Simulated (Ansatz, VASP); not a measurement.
**HfIn4SiO6 in VASP and in Ansatz**

File INCAR:

```
SYSTEM = HfIn4SiO6
ALGO = Normal
EDIFF = 1E-7
ENCUT = 520
GGA = PE
ISIF = 2
ISMEAR = -1
KPAR = 4
LASPH = .TRUE.
LCHARG = .FALSE.
LREAL = .FALSE.
LWAVE = .FALSE.
NBANDS = 63
NELM = 60
PREC = Accurate
SIGMA = 0.05
```

Contents of KPOINTS:

```
k-points
0
G
  5 5 4
  0 0 0
```

File POSCAR:

```
HfIn4SiO6
1.0
    5.6986700000      0.0038100000      0.0155900000
   -0.7050600000      6.1081500000     -0.0057500000
   -2.7371800000     -1.3955700000      6.6307600000
Hf In Si O
1 4 1 6
Direct
    0.1228700000      0.0091340000      0.1416930000
    0.3862420000      1.0135960000      0.7281000000
    0.7539770000      0.0083710000      0.4912970000
    0.2359260000      0.4903000000      0.5356450000
    0.5913700000      0.4833710000      0.2026400000
    0.8616100000      0.4417560000      0.8578480000
    0.5461030000      0.3874410000      0.7841520000
    0.9328430000      0.3930170000      0.6566260000
    0.9860810000      0.2636680000     -0.0038450000
    0.9906170000      0.6905830000      0.9807250000
    0.0840500000      0.0701270000      0.4008010000
    0.4864460000      0.1112280000      0.2193150000
```

input.yaml

```yaml
crystal:
  lattice:
    - [5.69867, 0.00381, 0.01559]
    - [-0.70506, 6.10815, -0.00575]
    - [-2.73718, -1.39557, 6.63076]
  atoms:
    - { symbol: Hf, position: [0.12287, 0.009134, 0.141693] }
    - { symbol: In, position: [0.386242, 1.013596, 0.7281] }
    - { symbol: In, position: [0.753977, 0.008371, 0.491297] }
    - { symbol: In, position: [0.235926, 0.4903, 0.535645] }
    - { symbol: In, position: [0.59137, 0.483371, 0.20264] }
    - { symbol: Si, position: [0.86161, 0.441756, 0.857848] }
    - { symbol: O, position: [0.546103, 0.387441, 0.784152] }
    - { symbol: O, position: [0.932843, 0.393017, 0.656626] }
    - { symbol: O, position: [0.986081, 0.263668, -0.003845] }
    - { symbol: O, position: [0.990617, 0.690583, 0.980725] }
    - { symbol: O, position: [0.08405, 0.070127, 0.400801] }
    - { symbol: O, position: [0.486446, 0.111228, 0.219315] }
hamiltonian:
  xc: pbe
  pseudopotentials: { kind: paw }
kpoints:
  mp_grid: { grid: [5, 5, 4] }
scf:
  occupations: { method: fermi_dirac, width: 0.05 }
output:
  forces: true
  stress: true
  eigenvalues: true
  write_density: true
  write_potential: true
  elf: true
  volumetric_format: npy
```

Change from the starting cell: atoms moved at random, drawn with an rms of 0.05 Å.

Alike in both runs: task single point; functional PBE; k mesh 5 × 5 × 4; occupations fermi-dirac, width 0.05 eV; no spin polarisation.

|  | VASP | Ansatz |
| --- | --- | --- |
| version | VASP 6.6.1 | Ansatz 0.2.0 |
| potentials or method | VASP PAW PBE potentials, release 64 (Hf_pv, In_d, Si, O) | Ansatz PAW |
| plane-wave cutoff (eV) | 520 | 420 |
| valence electrons in the cell | 102 | 118 |

VASP gave:

| Item | Value |
| --- | --- |
| gap on the k mesh at the Fermi level (eV) | 0.96 |
| least direct gap on the mesh (eV) | 1.31 |
| pressure (GPa) | 0.1 |
| largest component of the traceless stress (GPa) | 0.42 |
| rms of the force components (eV/Å) | 0.759 |

Question: Which values does Ansatz return?

Answer: gap on the k mesh at the Fermi level (eV): 0.97; least direct gap on the mesh (eV): 1.32; pressure (GPa): 0.3; largest component of the traceless stress (GPa): 0.45; rms of the force components (eV/Å): 0.722.

Atom by atom the forces differ by 0.054 eV/Å (rms over components). The two sets of potentials don't hold the same shells in valence.

Caveats: spin-orbit coupling is left out, which moves the levels of the heavy elements; an odd mesh through Γ misses points on the zone boundary, where band edges often lie (VASP); odd divisions of the mesh miss points on the zone boundary, where band edges often lie, so the gap on the mesh can be too wide (Ansatz); the pressure holds a Pulay correction of +0.3 GPa for the finite cutoff (Ansatz).
